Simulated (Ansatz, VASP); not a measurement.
Two plane-wave programs on KNaICl

INCAR

```
SYSTEM = KNaICl
  PREC = Accurate
  ENCUT = 520
  EDIFF = 1E-6
  ISMEAR = 0
  SIGMA = 0.05
  LREAL = .False.
  LASPH = .True.
  NELM = 80
  ALGO = Normal
  ISIF = 2
  LWAVE = .False.
  LCHARG = .False.
  GGA = CA
  NBANDS = 23
```

Contents of KPOINTS:

```
regular mesh
0
Gamma
  6 6 4
  0 0 0
```

POSCAR

```
KNaICl
1.0
    3.9244788382      0.0000000000      0.0000000000
    0.0000000000      4.8749773733      0.0000000000
    0.0000000000      0.0000000000      6.2608948866
K Na I Cl
1 1 1 1
Direct
    0.5000000000      0.5000000000      0.5000000000
    0.0000000000      0.0000000000      0.0000000000
    0.5000000000      0.5000000000      0.0000000000
    0.0000000000      0.0000000000      0.5000000000
```

Input for Ansatz:

```yaml
crystal:
  lattice:
    - [3.9244788382, 0.0, 0.0]
    - [0.0, 4.8749773733, 0.0]
    - [0.0, 0.0, 6.2608948866]
  atoms:
    - { symbol: K, position: [0.5, 0.5, 0.5] }
    - { symbol: Na, position: [0.0, 0.0, 0.0] }
    - { symbol: I, position: [0.5, 0.5, 0.0] }
    - { symbol: Cl, position: [0.0, 0.0, 0.5] }
basis:
  ecutwfc: 520.0
kpoints:
  mp_grid: { grid: [6, 6, 4] }
hamiltonian:
  xc: lda
  pseudopotentials: { kind: paw }
scf:
  occupations: { method: gaussian, width: 0.05 }
output:
  forces: true
  stress: true
  eigenvalues: true
```

Change from the starting cell: strain +e along x and -e along y -0.1100, strain +e along z and -e/2 along x and y -0.0367.

Alike in both runs: task single point; functional LDA; k mesh 6 × 6 × 4; occupations gaussian, width 0.05 eV; no spin polarisation.

|  | VASP | Ansatz |
| --- | --- | --- |
| version | VASP 6.6.1 | Ansatz 0.2.0 |
| potentials or method | VASP PAW LDA potentials, release 64 (K_sv, Na_pv, I, Cl) | scalar-relativistic, plane waves, PAW |
| plane-wave cutoff (eV) | 520 | 520 |
| valence electrons in the cell | 30 | 42 |

VASP gave:

| Quantity | Value |
| --- | --- |
| gap on the k mesh at the Fermi level (eV) | 3.05 |
| least direct gap on the mesh (eV) | 3.05 |
| pressure (GPa) | 0.2 |
| largest component of the traceless stress (GPa) | 2.67 |

Q: What did Ansatz give for the same quantities?

A: gap on the k mesh at the Fermi level (eV): 3.04; least direct gap on the mesh (eV): 3.04; pressure (GPa): 0.2; largest component of the traceless stress (GPa): 2.67.

The two sets of potentials don't hold the same shells in valence.

Caveats: spin-orbit coupling is left out, which moves the levels of the heavy elements. A k mesh can miss the band edges.
